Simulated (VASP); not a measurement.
Crystal: P2W.

```
P W
1.0
     1.57616   -5.56771    0.00000
     1.57616    5.56771    0.00000
     0.00000    0.00000    4.95605
P W
4 2
Cartesian
  1.5762 -0.7810 0.5807
  1.5762 0.7810 3.0587
  1.5762 -2.2596 3.9624
  1.5762 2.2596 1.4844
  1.5762 -4.5311 0.0016
  1.5762 4.5311 2.4797
```

Base run:

| Property | Result |
| --- | --- |
| Program | VASP 6.6.1 |
| Functional | PBEsol |
| Potentials or basis | VASP PAW PBE potentials, release 64 (P, W_sv) |
| Cutoff | 520 eV |
| k mesh | 12 × 12 × 8 |
| Occupations | methfessel-paxton, width 0.1 eV |
| Spin | no spin polarisation |

Its results: pressure 0.0 GPa.

After a change of settings the same cell gave: pressure 3.3 GPa. Which change was it?
A. spin from no spin polarisation to spin-orbit coupling, no magnetisation; further incar settings from ALGO = Normal; EDIFF = 1e-06; NBANDS = 33 to ALGO = Fast; EDIFF = 1e-06; NBANDS = 64
B. spin from no spin polarisation to spin-orbit coupling, no magnetisation; further incar settings from ALGO = Normal; EDIFF = 1e-06; NBANDS = 33 to ALGO = Normal; EDIFF = 1e-06; NBANDS = 64
C. functional from PBEsol to r2SCAN
D. further incar settings from ALGO = Normal; EDIFF = 1e-06; NBANDS = 33 to ALGO = Fast; EDIFF = 1e-06; NBANDS = 33

C.

Caveats: the PAW data sets were made with another functional, which shifts forces and pressure a little.
